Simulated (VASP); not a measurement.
Crystal: MnSiSe3.

```
Mn Si Se
1.0
     4.83412    0.00000    0.00000
     0.00000    4.83412    0.00000
     0.00000    0.00000    4.83412
Mn Si Se
1 1 3
Direct
  0.00000 0.00000 0.00000
  0.50000 0.50000 0.50000
  0.00000 0.50000 0.50000
  0.50000 0.00000 0.50000
  0.50000 0.50000 0.00000
```

The cell was built by a generator and needn't be a form met in nature.

- Program: VASP 6.6.1
- Task: relaxation of cell and atoms
- Functional: PBEsol
- Dispersion: D4
- Potentials or basis: VASP PAW PBE potentials, release 64 (Mn_pv, Si, Se)
- Cutoff: 600 eV
- k mesh: 5 × 5 × 5
- Occupations: fermi-dirac, width 0.05 eV
- Spin: collinear spin, ferromagnetic start
- Starting moments: [4.0, 0.0, 0.0, 0.0, 0.0] μB

At the start: pressure -4.5 GPa; volume 22.59 Å³/atom.

Q: How do energy, volume and symmetry change on relaxing?

A: Over 5 steps the energy falls by 22.8 meV/atom and the volume is 21.17 Å³/atom (-6.3 %); space group Pm-3m (No. 221, to 0.05 Å); moment 5.23 μB per cell.

The path:
```csv
step,energy change (eV),largest force (eV/Å),pressure (GPa),volume (Å³)
1,0.0000,0.0000,-4.45,112.97
2,-0.0642,0.0000,7.55,103.01
3,-0.1131,0.0000,-0.57,106.35
4,-0.1138,0.0000,-0.29,106.11
5,-0.1140,0.0000,-0.03,105.87
```

Final structure:
```yaml
crystal:
  lattice:
    - [4.73066, 0.00000, 0.00000]
    - [0.00000, 4.73066, 0.00000]
    - [0.00000, 0.00000, 4.73066]
  atoms:
    - { symbol: Mn, position: [0.00000, 0.00000, 0.00000] }
    - { symbol: Si, position: [0.50000, 0.50000, 0.50000] }
    - { symbol: Se, position: [0.00000, 0.50000, 0.50000] }
    - { symbol: Se, position: [0.50000, 0.00000, 0.50000] }
    - { symbol: Se, position: [0.50000, 0.50000, 0.00000] }
```

Caveat: the PAW data sets were made with another functional, which shifts forces and pressure a little; a cell with one magnetic atom can't hold antiferromagnetic order, which such compounds often take; pairwise dispersion overbinds metals, which lowers pressure and volume.
